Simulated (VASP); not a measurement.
Set up this calculation in VASP 6.6.1, as the native input.

```
Task                   : single point
Functional             : LDA
Potentials or basis    : VASP PAW LDA potentials, release 64 (C)
Cutoff                 : 520 eV
k mesh                 : 14 × 14 × 14
Occupations            : gaussian, width 0.05 eV
Spin                   : no spin polarisation
Dipole correction      : no
Further INCAR settings : ALGO = Normal; EDIFF = 1e-06; NBANDS = 11
```

The structure of C lies in POSCAR:

```
C
1.0
    0.0000000000      2.4460500000      3.3480000000
    1.4122000000      0.0000000000      3.3480000000
    1.4122000000      2.4460500000      0.0000000000
C
2
Direct
    0.1666700000      0.8333300000      0.1666700000
    0.8333300000      0.1666700000      0.8333300000
```

This isn't the form of C at room conditions, which is graphite.

The cell isn't the ideal one: strain +0.1500 x Voigt [1, 1, 0, 0, 0, 0], atoms carried along.

The input as run:

INCAR

```
SYSTEM = C
  PREC = Accurate
  ENCUT = 520
  EDIFF = 1E-6
  ISMEAR = 0
  SIGMA = 0.05
  LREAL = .FALSE.
  LASPH = .TRUE.
  NELM = 100
  ALGO = Normal
  ISIF = 2
  LWAVE = .FALSE.
  LCHARG = .FALSE.
  GGA = CA
  NBANDS = 11
```

KPOINTS

```
regular mesh
0
G
  14 14 14
  0 0 0
```

Potentials or basis: VASP PAW LDA potentials, release 64 (C).

Command:

```console
$ cat potpaw_LDA.64/C/POTCAR > POTCAR
$ mpirun -np 1 vasp_std > vasp.out
```

It gave:

```yaml
Pressure: -64.4 GPa
Largest_force: 0.014 eV/Å
Band_gap_on_the_k_mesh: none (metal or under the smearing width)
```

Caveat: the cell as given lies far from equilibrium; so large a pressure means that the cell lies far from this level's equilibrium, or that cutoff or potentials fall short.

Run time: 32 s on 1 thread of Intel(R) Xeon(R) 6975P-C (Granite Rapids), with other jobs on the host, peak memory 0.19 GiB.
